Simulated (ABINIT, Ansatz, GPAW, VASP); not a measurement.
## One structure in several programs: YHg₂ (P6/mmm, 3 atoms in the cell)

Self-consistent single point, at a second geometry (lattice scaled by 0.98). First geometry:

```
YHg2
1.0
    4.80153     0.00000     0.00000
   -2.40077     4.15825     0.00000
    0.00000     0.00000     3.43464
Y Hg
1 2
Direct
  0.00000   0.00000   0.00000
  0.33333   0.66667   0.50000
  0.66667   0.33333   0.50000
```

Shared settings, as Ansatz (an electronic-structure program) writes them: kpoints.mp_grid.grid = 9 9 11; scf.occupations.method = fermi_dirac; scf.occupations.width = 0.136 eV. Potentials and cutoffs stand in the table.

```
code                                                                             model  ΔF from the first geometry (meV/atom)  pressure (GPa)  cutoff
------  ------------------------------------------------------------------------------  -------------------------------------  --------------  ------
ABINIT  PBEsol, norm-conserving pseudopotentials (PseudoDojo nc-sr-04 PBEsol standard)                                   31.4            6.94   72 Ry
VASP                                        PBEsol, VASP's PBE PAW potentials (set 64)                                   36.4            7.06  300 eV
GPAW                             PBEsol, GPAW PAW datasets PBEsol (made by gpaw-setup)                                   37.3            7.65  550 eV
Ansatz                                         PBEsol, default PAW files made with PBE                                   32.2            7.02  420 eV
```

For VASP (by 0.5 GPa) the energy change implies a higher mean pressure, against the two pressures, than for the other programs: a sign of finite-basis (Pulay) stress.

On Ansatz's run: spin-orbit coupling is off.

The spread over the programs that give each value: ΔF from the first geometry within 5.9 meV/atom; pressure within 0.71 GPa.

Ansatz's pressure is given at a fixed set of plane waves, as the other plane-wave codes print theirs; with its correction for the finite basis it is 7.05 GPa.

VASP's run is marked for a possible Pulay error in its stress at this cutoff; no cutoff test was made.

The starting cell comes from a database of computed structures (which also holds hypothetical and non-ambient phases and stackings), without a prior relaxation at this level. Its lattice was rescaled by a random factor within 2.5 % of one. For this run, on top of that: lattice scaled by 0.98.

Left out of this page: Quantum ESPRESSO, Elk, FLEUR and SIESTA (not drawn, or without a comparable value).

Keys are those of Ansatz 0.2.
